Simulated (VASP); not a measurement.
All values below come from PBEsol GGA, VASP's PBE PAW potentials (set 64) (plane waves; VASP).

VASP ran on this input.

File KPOINTS:
```
Automatic mesh
0
Gamma
8 8 6
0 0 0
```

INCAR:
```
SYSTEM=NiSb
PREC=Accurate; ENCUT=530; LREAL=.False.
LASPH=.True.
EDIFF=1E-7; NELM=100; ALGO=Normal
LMAXMIX=4
ISMEAR=1; SIGMA=0.1
GGA=PS
IBRION=6; NSW=1; ISIF=3
POTIM=0.015; NFREE=2
LWAVE=.False.; LCHARG=.False.
```

**POSCAR**
```
NiSb
1
    1.9574784943    -3.3904523681    -0.0000000000
    1.9574784943     3.3904523681    -0.0000000000
    0.0000000000    -0.0000000000     5.0754711915
Ni Sb
2 2
Direct
  0.0000000000   0.0000000000   0.5000000000
  0.0000000000   0.0000000000   0.0000000000
  0.3333330000   0.6666670000   0.2500000000
  0.6666670000   0.3333330000   0.7500000000
```

POTCAR, in this order: Ni Sb (PBE.64 set). Program: vasp_std.

Output of the run:

**OSZICAR**
```
...
DAV:   7    -0.226740810882E+02   -0.30976E-06   -0.10032E-05  6020   0.536E-02    0.430E-03
DAV:   8    -0.226740811206E+02   -0.32427E-07   -0.10533E-06  5145   0.154E-02    0.180E-03
DAV:   9    -0.226740810751E+02    0.45494E-07   -0.11356E-07  2523   0.708E-03
  13 F= -.22674081E+02 E0= -.22673992E+02  d E =-.268440E-03
       N       E                     dE             d eps       ncg     rms          rms(c)
DAV:   1    -0.226932101711E+02   -0.19129E-01   -0.15357E+00  4527   0.932E+00    0.710E-01
DAV:   2    -0.226847669908E+02    0.84432E-02   -0.27977E-02  5767   0.217E+00    0.443E-01
DAV:   3    -0.226792656270E+02    0.55014E-02   -0.18922E-02  6678   0.362E+00    0.516E-01
DAV:   4    -0.226767838936E+02    0.24817E-02   -0.11413E-02  6398   0.326E+00    0.264E-02
DAV:   5    -0.226768485951E+02   -0.64701E-04   -0.79509E-04  4700   0.295E-01    0.323E-02
DAV:   6    -0.226768426028E+02    0.59922E-05   -0.49943E-05  5109   0.127E-01    0.141E-02
DAV:   7    -0.226768593913E+02   -0.16788E-04   -0.22412E-05  6647   0.117E-01    0.103E-02
DAV:   8    -0.226768676489E+02   -0.82576E-05   -0.54712E-06  6644   0.569E-02    0.210E-03
DAV:   9    -0.226768684174E+02   -0.76847E-06   -0.39083E-07  3676   0.106E-02    0.495E-04
DAV:  10    -0.226768689528E+02   -0.53545E-06   -0.12450E-07  2498   0.375E-03    0.266E-04
DAV:  11    -0.226768690954E+02   -0.14252E-06   -0.17274E-08  2406   0.197E-03    0.228E-04
DAV:  12    -0.226768691665E+02   -0.71151E-07   -0.70780E-09  2397   0.202E-03
  14 F= -.22676869E+02 E0= -.22676868E+02  d E =-.487532E-05
       N       E                     dE             d eps       ncg     rms          rms(c)
DAV:   1    -0.226762826512E+02    0.58644E-03   -0.26230E+00  4332   0.105E+01    0.228E-01
DAV:   2    -0.226776556206E+02   -0.13730E-02   -0.18826E-02  5946   0.208E+00    0.251E-01
DAV:   3    -0.226772027968E+02    0.45282E-03   -0.30845E-03  5604   0.163E+00    0.147E-01
DAV:   4    -0.226771301270E+02    0.72670E-04   -0.17410E-03  6356   0.113E+00    0.141E-01
DAV:   5    -0.226768840390E+02    0.24609E-03   -0.81938E-04  6157   0.780E-01    0.451E-02
DAV:   6    -0.226768688348E+02    0.15204E-04   -0.12068E-04  6462   0.244E-01    0.619E-03
DAV:   7    -0.226768691643E+02   -0.32947E-06   -0.81415E-06  4766   0.310E-02    0.433E-03
DAV:   8    -0.226768691979E+02   -0.33570E-07   -0.29570E-07  3273   0.113E-02
  15 F= -.22676869E+02 E0= -.22676868E+02  d E =-.504085E-05
       N       E                     dE             d eps       ncg     rms          rms(c)
DAV:   1    -0.226756595223E+02    0.12096E-02   -0.19998E+00  1900   0.955E+00    0.167E-01
DAV:   2    -0.226767475139E+02   -0.10880E-02   -0.13423E-02  2422   0.167E+00    0.171E-01
DAV:   3    -0.226765552714E+02    0.19224E-03   -0.17295E-03  2643   0.121E+00    0.104E-01
DAV:   4    -0.226765035130E+02    0.51758E-04   -0.85095E-04  2888   0.847E-01    0.937E-02
DAV:   5    -0.226763903496E+02    0.11316E-03   -0.36205E-04  2812   0.534E-01    0.288E-02
DAV:   6    -0.226763785622E+02    0.11787E-04   -0.52310E-05  2910   0.138E-01    0.580E-03
DAV:   7    -0.226763778761E+02    0.68615E-06   -0.44049E-06  2637   0.292E-02    0.364E-03
DAV:   8    -0.226763777052E+02    0.17084E-06   -0.78161E-07  2139   0.139E-02    0.110E-03
DAV:   9    -0.226763776678E+02    0.37415E-07   -0.11157E-07  1082   0.822E-03
  16 F= -.22676378E+02 E0= -.22676374E+02  d E =-.110892E-04
       N       E                     dE             d eps       ncg     rms          rms(c)
DAV:   1    -0.226748273231E+02    0.15504E-02   -0.35639E+00  1900   0.127E+01    0.246E-01
DAV:   2    -0.226772633806E+02   -0.24361E-02   -0.29607E-02  2594   0.258E+00    0.280E-01
DAV:   3    -0.226767110419E+02    0.55234E-03   -0.43262E-03  2600   0.197E+00    0.148E-01
DAV:   4    -0.226765917935E+02    0.11925E-03   -0.15933E-03  2904   0.112E+00    0.124E-01
DAV:   5    -0.226764022903E+02    0.18950E-03   -0.63478E-04  2734   0.676E-01    0.453E-02
DAV:   6    -0.226763786887E+02    0.23602E-04   -0.10554E-04  2904   0.204E-01    0.101E-02
DAV:   7    -0.226763778246E+02    0.86408E-06   -0.94010E-06  2255   0.525E-02    0.507E-03
DAV:   8    -0.226763776979E+02    0.12667E-06   -0.12720E-06  2448   0.156E-02    0.146E-03
DAV:   9    -0.226763776772E+02    0.20761E-07   -0.96414E-08  1088   0.857E-03
  17 F= -.22676378E+02 E0= -.22676374E+02  d E =-.110917E-04
       N       E                     dE             d eps       ncg     rms          rms(c)
DAV:   1    -0.226758545857E+02    0.52311E-03   -0.10519E+00  5168   0.701E+00    0.125E-01
DAV:   2    -0.226767097097E+02   -0.85512E-03   -0.10381E-02  5916   0.120E+00    0.777E-02
DAV:   3    -0.226767008013E+02    0.89085E-05   -0.62921E-04  6729   0.422E-01    0.724E-02
DAV:   4    -0.226766292868E+02    0.71514E-04   -0.19285E-04  6015   0.259E-01    0.212E-02
DAV:   5    -0.226766218790E+02    0.74078E-05   -0.22363E-05  5603   0.352E-02    0.517E-03
DAV:   6    -0.226766213713E+02    0.50772E-06   -0.21661E-06  7796   0.197E-02    0.282E-03
DAV:   7    -0.226766213386E+02    0.32642E-07   -0.40902E-07  4915   0.977E-03
  18 F= -.22676621E+02 E0= -.22676625E+02  d E =0.102195E-04
       N       E                     dE             d eps       ncg     rms          rms(c)
DAV:   1    -0.226761617479E+02    0.45962E-03   -0.14300E-01  5239   0.220E+00    0.110E-01
DAV:   2    -0.226766314672E+02   -0.46972E-03   -0.53962E-03  5831   0.621E-01    0.585E-02
DAV:   3    -0.226766210623E+02    0.10405E-04   -0.13099E-04  6185   0.102E-01    0.196E-02
DAV:   4    -0.226766231903E+02   -0.21281E-05   -0.18664E-05  6969   0.701E-02    0.125E-02
DAV:   5    -0.226766215083E+02    0.16820E-05   -0.79616E-06  5800   0.548E-02    0.337E-03
DAV:   6    -0.226766214154E+02    0.92879E-07   -0.63944E-07  5754   0.943E-03
  19 F= -.22676621E+02 E0= -.22676625E+02  d E =0.102946E-04
       N       E                     dE             d eps       ncg     rms          rms(c)
DAV:   1    -0.226761272754E+02    0.49423E-03   -0.11962E-01  1917   0.225E+00    0.722E-02
DAV:   2    -0.226766485767E+02   -0.52130E-03   -0.53195E-03  2227   0.676E-01    0.491E-02
DAV:   3    -0.226766629454E+02   -0.14369E-04   -0.19464E-04  2742   0.344E-01    0.518E-02
DAV:   4    -0.226766551936E+02    0.77518E-05   -0.18607E-04  2376   0.425E-01    0.323E-02
DAV:   5    -0.226766516044E+02    0.35892E-05   -0.51886E-05  2878   0.200E-01    0.157E-02
DAV:   6    -0.226766485293E+02    0.30751E-05   -0.12358E-05  2158   0.691E-02    0.453E-03
DAV:   7    -0.226766462158E+02    0.23135E-05   -0.23104E-06  2879   0.246E-02    0.176E-03
DAV:   8    -0.226766456426E+02    0.57321E-06   -0.14631E-07  1136   0.887E-03    0.611E-04
DAV:   9    -0.226766447455E+02    0.89711E-06   -0.81734E-08  1076   0.262E-03    0.413E-04
DAV:  10    -0.226766446419E+02    0.10360E-06   -0.15625E-08  1052   0.205E-03    0.120E-04
DAV:  11    -0.226766446055E+02    0.36351E-07   -0.37603E-09  1043   0.847E-04
  20 F= -.22676645E+02 E0= -.22676631E+02  d E =-.399337E-04
       N       E                     dE             d eps       ncg     rms          rms(c)
DAV:   1    -0.226757869323E+02    0.85771E-03   -0.21210E-01  1918   0.306E+00    0.109E-01
DAV:   2    -0.226766829033E+02   -0.89597E-03   -0.93887E-03  2223   0.914E-01    0.855E-02
DAV:   3    -0.226767169915E+02   -0.34088E-04   -0.80856E-04  2706   0.830E-01    0.103E-01
DAV:   4    -0.226766464255E+02    0.70566E-04   -0.39777E-04  2254   0.610E-01    0.289E-02
DAV:   5    -0.226766457202E+02    0.70535E-06   -0.35608E-05  2881   0.853E-02    0.102E-02
DAV:   6    -0.226766449710E+02    0.74923E-06   -0.42899E-06  2756   0.332E-02    0.545E-03
DAV:   7    -0.226766446463E+02    0.32469E-06   -0.34113E-06  2377   0.348E-02    0.349E-03
DAV:   8    -0.226766445479E+02    0.98330E-07   -0.65828E-07  1779   0.228E-02
  21 F= -.22676645E+02 E0= -.22676631E+02  d E =-.399013E-04
```

OUTCAR:
```
------------------------ aborting loop because EDIFF is reached ----------------------------------------
  FORCE on cell =-STRESS in cart. coord.  units (eV):
  Direction    XX          YY          ZZ          XY          YZ          ZX
  --------------------------------------------------------------------------------------
  Total        0.0368297      0.0368297      0.0657562      0.0000000      0.0000000      0.0000000
  in kB        0.8758873      0.8758874      1.5638193      0.0000000      0.0000000      0.0000000
  external PRESSURE =       1.1051980 kB  Pullay stress =       0.0000000 kB
  volume of cell :       67.37
      direct lattice vectors                 reciprocal lattice vectors
     1.957478494 -3.390452368  0.000000000     0.255430648 -0.147472946  0.000000000
     1.957478494  3.390452368  0.000000000     0.255430648  0.147472946  0.000000000
     0.000000000  0.000000000  5.075471192     0.000000000  0.000000000  0.197026042
 POSITION                                       TOTAL-FORCE (eV/Angst)
 -----------------------------------------------------------------------------------
      0.00000      0.00000      2.53774         0.000000      0.000000     -0.029291
      0.00000      0.00000      0.00000         0.000000      0.000000     -0.029915
      1.95748      1.13015      1.25387         0.000000     -0.000000      0.111058
      1.95748     -1.13015      3.80660        -0.000000      0.000000     -0.051851
 -----------------------------------------------------------------------------------
    total drift:                                0.000003      0.000000      0.000122
  FREE ENERGIE OF THE ION-ELECTRON SYSTEM (eV)
  ---------------------------------------------------
  free  energy   TOTEN  =       -22.6766445479 eV

  energy  without entropy=      -22.6766046467  energy(sigma->0) =      -22.67663125

   1 f  =    8.045544 THz    50.551642 2PiTHz  268.370450 cm-1    33.273680 meV
             X         Y         Z           dx          dy          dz
      0.000000  0.000000  2.537736     0.000000    0.000000    0.707107
      0.000000  0.000000  0.000000     0.000000    0.000000   -0.707107
      1.957478  1.130153  1.268868    -0.000000   -0.000000    0.000000
      1.957478 -1.130153  3.806603     0.000000   -0.000000    0.000000

   2 f  =    6.471682 THz    40.662775 2PiTHz  215.872062 cm-1    26.764712 meV
             X         Y         Z           dx          dy          dz
      0.000000  0.000000  2.537736     0.000000    0.581084   -0.000000
      0.000000  0.000000  0.000000     0.000000    0.581084    0.000000
      1.957478  1.130153  1.268868    -0.000000   -0.402916   -0.000000
      1.957478 -1.130153  3.806603    -0.000000   -0.402916    0.000000

   3 f  =    6.471681 THz    40.662773 2PiTHz  215.872051 cm-1    26.764711 meV
             X         Y         Z           dx          dy          dz
      0.000000  0.000000  2.537736    -0.581084    0.000000    0.000000
      0.000000  0.000000  0.000000    -0.581084    0.000000   -0.000000
      1.957478  1.130153  1.268868     0.402916   -0.000000    0.000000
      1.957478 -1.130153  3.806603     0.402916   -0.000000    0.000000

   4 f  =    4.942325 THz    31.053542 2PiTHz  164.858209 cm-1    20.439804 meV
             X         Y         Z           dx          dy          dz
      0.000000  0.000000  2.537736    -0.000000    0.000000    0.581164
      0.000000  0.000000  0.000000    -0.000000    0.000000    0.581164
      1.957478  1.130153  1.268868     0.000000   -0.000000   -0.402801
      1.957478 -1.130153  3.806603    -0.000000    0.000000   -0.402801

   5 f  =    4.669610 THz    29.340027 2PiTHz  155.761435 cm-1    19.311948 meV
             X         Y         Z           dx          dy          dz
      0.000000  0.000000  2.537736    -0.000000   -0.000000   -0.000000
      0.000000  0.000000  0.000000    -0.000000   -0.000000   -0.000000
      1.957478  1.130153  1.268868     0.000000    0.000000   -0.707107
      1.957478 -1.130153  3.806603    -0.000000   -0.000000    0.707107

   6 f  =    4.143448 THz    26.034054 2PiTHz  138.210559 cm-1    17.135918 meV
             X         Y         Z           dx          dy          dz
      0.000000  0.000000  2.537736     0.000000    0.000000    0.000000
      0.000000  0.000000  0.000000     0.000000   -0.000000   -0.000000
      1.957478  1.130153  1.268868     0.000000   -0.707107    0.000000
      1.957478 -1.130153  3.806603    -0.000000    0.707107    0.000000

   7 f  =    4.143448 THz    26.034052 2PiTHz  138.210553 cm-1    17.135917 meV
             X         Y         Z           dx          dy          dz
      0.000000  0.000000  2.537736    -0.000000    0.000000   -0.000000
      0.000000  0.000000  0.000000     0.000000   -0.000000    0.000000
      1.957478  1.130153  1.268868    -0.707107   -0.000000   -0.000000
      1.957478 -1.130153  3.806603     0.707107    0.000000    0.000000

   8 f  =    4.131446 THz    25.958643 2PiTHz  137.810217 cm-1    17.086282 meV
             X         Y         Z           dx          dy          dz
      0.000000  0.000000  2.537736     0.000000   -0.707107    0.000000
      0.000000  0.000000  0.000000    -0.000000    0.707107   -0.000000
      1.957478  1.130153  1.268868    -0.000000   -0.000000   -0.000000
      1.957478 -1.130153  3.806603     0.000000    0.000000    0.000000

   9 f  =    4.131446 THz    25.958642 2PiTHz  137.810211 cm-1    17.086281 meV
             X         Y         Z           dx          dy          dz
      0.000000  0.000000  2.537736    -0.707107   -0.000000   -0.000000
      0.000000  0.000000  0.000000     0.707107    0.000000    0.000000
      1.957478  1.130153  1.268868     0.000000   -0.000000    0.000000
      1.957478 -1.130153  3.806603    -0.000000    0.000000   -0.000000

  10 f/i=    0.003987 THz     0.025053 2PiTHz    0.133004 cm-1     0.016490 meV
             X         Y         Z           dx          dy          dz
      0.000000  0.000000  2.537736     0.402916   -0.000143    0.000000
      0.000000  0.000000  0.000000     0.402916   -0.000143    0.000000
      1.957478  1.130153  1.268868     0.581084   -0.000206    0.000000
      1.957478 -1.130153  3.806603     0.581084   -0.000206    0.000000

  11 f/i=    0.003987 THz     0.025053 2PiTHz    0.133004 cm-1     0.016490 meV
             X         Y         Z           dx          dy          dz
      0.000000  0.000000  2.537736    -0.000143   -0.402916   -0.000000
      0.000000  0.000000  0.000000    -0.000143   -0.402916   -0.000000
      1.957478  1.130153  1.268868    -0.000206   -0.581084   -0.000000
      1.957478 -1.130153  3.806603    -0.000206   -0.581084   -0.000000

  12 f/i=    0.004027 THz     0.025303 2PiTHz    0.134329 cm-1     0.016655 meV
             X         Y         Z           dx          dy          dz
      0.000000  0.000000  2.537736     0.000000    0.000000   -0.402801
      0.000000  0.000000  0.000000     0.000000    0.000000   -0.402801
      1.957478  1.130153  1.268868     0.000000    0.000000   -0.581164
      1.957478 -1.130153  3.806603     0.000000    0.000000   -0.581164

...
```
(Selected blocks of OUTCAR.)

The compound is NiSb in the NiAs type structure. It was relaxed first. The run is not spin-polarised, so no magnetic state was tried.
